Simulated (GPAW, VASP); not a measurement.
This is a calculation of Mn2FeSe3 for GPAW 26.7.0 (ASE script). Atoms were shifted at random by some hundredths of an Å from the given cell, which wasn't relaxed again for these runs. The cell comes from a database or a generator and needn't be the stable form of this composition.

run.py

```python
from ase.dft.bandgap import bandgap
from ase.io import read, write
from ase.units import GPa
from gpaw import GPAW, PW

atoms = read('Mn2FeSe3.xyz')
atoms.set_initial_magnetic_moments([0.0, 0.0, 0.0, 3.0, 4.0, 4.0])

calc = GPAW(mode=PW(600),
            xc='PBE',
            kpts={'size': (9, 9, 3), 'gamma': True},
            occupations={'name': 'fermi-dirac', 'width': 0.05},
            nbands=50,
            convergence={'density': 1e-05, 'energy': 1e-05},
            maxiter=150,
            txt='gpaw.txt')
atoms.calc = calc
energy = atoms.get_potential_energy()
forces = atoms.get_forces()
stress = atoms.get_stress()
calc.write('gs.gpw')
write('result.traj', atoms)
print(f'Energy: {energy:.6f} eV')
print('Forces (eV/A):')
print(forces.round(4))
print('Stress (GPa):', (stress / GPa).round(3))
print('Moments:', calc.get_magnetic_moments().round(3))
print('Fermi level:', round(calc.get_fermi_level(), 4), 'eV')
print(f'Gap: {bandgap(calc)[0]:.4f} eV, direct: {bandgap(calc, direct=True)[0]:.4f} eV')
```

The input Mn2FeSe3.xyz:

```xyz
6
Lattice="3.5257490756 0.0000000000 0.0000000000 -1.7628745378 3.0533882668 0.0000000000 0.0000000000 0.0000000000 8.5645230000" Properties=species:S:1:pos:R:3 pbc="T T T"
Se    -0.0243259057     -0.0244423731      4.2468386329
Se     1.7973246320      1.0114776108      7.1884268315
Se    -0.0171615836      2.0093768040      1.3327939402
Fe    -0.0231165738     -0.0339872648     -0.0024580181
Mn     1.7451840918      0.9540097902      2.8440982333
Mn     0.0033547502      2.0966121068      5.6603360733
```

Potentials or basis: GPAW PAW data sets (gpaw-data 1.2.1), pw.

Run with:

```console
$ OMP_NUM_THREADS=1 python run.py
```

Q: Translate it to VASP 6.6.1. Potentials or basis there: PBE PAW files Fe, Mn_pv, Se, 520 eV.

A: As run (cutoffs and basis follow the program's own potentials, and thresholds, step limits or extra output files can differ):

Contents of INCAR:

```
PREC     = Accurate       # precision mode
ENCUT    = 520            # plane-wave cutoff, eV
EDIFF    = 1E-7           # SCF threshold, eV
ISMEAR   = -1             # smearing method
SIGMA    = 0.05           # smearing width, eV
LREAL    = False          # projectors in reciprocal space
LASPH    = True           # aspherical terms in the spheres
NELM     = 100            # most SCF steps
ALGO     = Normal         # electronic algorithm
ISIF     = 2              # what is computed and relaxed
LWAVE    = False          # write WAVECAR
LCHARG   = True           # write CHGCAR
ISPIN    = 2              # spin polarisation
MAGMOM   = 0 0 0 3 4 4    # initial moments
LORBIT   = 11             # projections on sites
LMAXMIX  = 4              # l up to which the mixer works
GGA      = PE             # functional
LELF     = True           # ELF
LVHAR    = True         
NBANDS   = 39             # bands
```

Contents of KPOINTS:

```
regular mesh
0
Gamma
  9 9 3
```

The input POSCAR:

```
Mn2FeSe3
1.0
    3.5257490756      0.0000000000      0.0000000000
   -1.7628745378      3.0533882668      0.0000000000
    0.0000000000      0.0000000000      8.5645230000
Se Fe Mn
3 1 2
Direct
   -0.0109020000     -0.0080050000      0.4958640000
    0.6754030000      0.3312640000      0.8393260000
    0.3241730000      0.6580810000      0.1556180000
   -0.0121220000     -0.0111310000     -0.0002870000
    0.6512040000      0.3124430000      0.3320790000
    0.3442770000      0.6866510000      0.6609050000
```

Potentials or basis: VASP PAW PBE potentials, release 64 (Se, Fe, Mn_pv).

Launch:

```bash
$ cat potpaw_PBE.64/Se/POTCAR potpaw_PBE.64/Fe/POTCAR potpaw_PBE.64/Mn_pv/POTCAR > POTCAR
$ mpirun -np 1 vasp_std > vasp.out
```

Both were run:

|  | GPAW | VASP |
| --- | --- | --- |
| Pressure | 16.6 GPa | 16.3 GPa |
| Largest force | 0.672 eV/Å | 0.666 eV/Å |
| Net moment | 10.15 μB per cell | 10.18 μB per cell |

The potentials hold 56 and 52 valence electrons a cell.

The magnetic state is the one that the start led to; the real crystal's order can differ.

The cell lies far from this level's equilibrium.

Pressure is positive in compression.
